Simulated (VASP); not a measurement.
An input for Ansatz (written as the equivalent of a VASP run, and not itself run):

Ansatz 0.2 input:
```yaml
crystal:
  lattice:
    - [0.0000000, 2.7300000, 2.7300000]
    - [2.7300000, 0.0000000, 2.7300000]
    - [2.7300000, 2.7300000, 0.0000000]
  atoms:
    - { symbol: Mg, position: [0.0000000, 0.0000000, 0.0000000] }
    - { symbol: Se, position: [0.5000000, 0.5000000, 0.5000000] }
kpoints:
  mp_grid: { grid: [8, 8, 8] }
hamiltonian:
  xc: pbe
  pseudopotentials: { kind: paw }
scf:
  occupations: { method: fermi_dirac, width: 0.05 }
  max_iter: 100
output: { forces: true, stress: true, eigenvalues: true }
```

Q: Write the VASP files for the same calculation (PBE).

A: This is not unique; one that fits is 
File POSCAR:
```
MgSe
5.460
  0.0000000000   0.5000000000   0.5000000000
  0.5000000000   0.0000000000   0.5000000000
  0.5000000000   0.5000000000   0.0000000000
Mg Se
1 1
Cart
  0.0000000000   0.0000000000   0.0000000000
  0.5000000000   0.5000000000   0.5000000000
```

**INCAR**
```
# general
SYSTEM  = MgSe
PREC    = Accurate
ENCUT   = 400   # plane-wave cut-off (eV)
LREAL   = .False.   # projection in real space or not
LASPH   = .True.

# electronic loop
EDIFF   = 1E-6   # SCF stop (eV)
NELM    = 100
ALGO    = Normal   # blocked Davidson
LMAXMIX = 4

# smearing
ISMEAR  = -1
SIGMA   = 0.05   # width (eV)

# functional
GGA     = PE

# ions
ISIF    = 2

# output
LWAVE   = .False.
LCHARG  = .False.
```

**KPOINTS**
```
Automatic mesh
0
G
 8 8 8
```

POTCAR, in this order: Mg Se (PBE.64 set). Program: vasp_std.

What does not carry over: each code has its own PAW files, so the cut-off isn't converted (ENCUT is set for VASP's; basis.ecutwfc is left out, and Ansatz then takes the one that its files recommend); Ansatz stops its SCF on the density residual and VASP on the energy change (EDIFF).

The compound is MgSe in the rock salt structure. The cell was not relaxed at this level. The run is one of a series of settings (ISMEAR = -1 against the base run), some of them coarse on purpose.
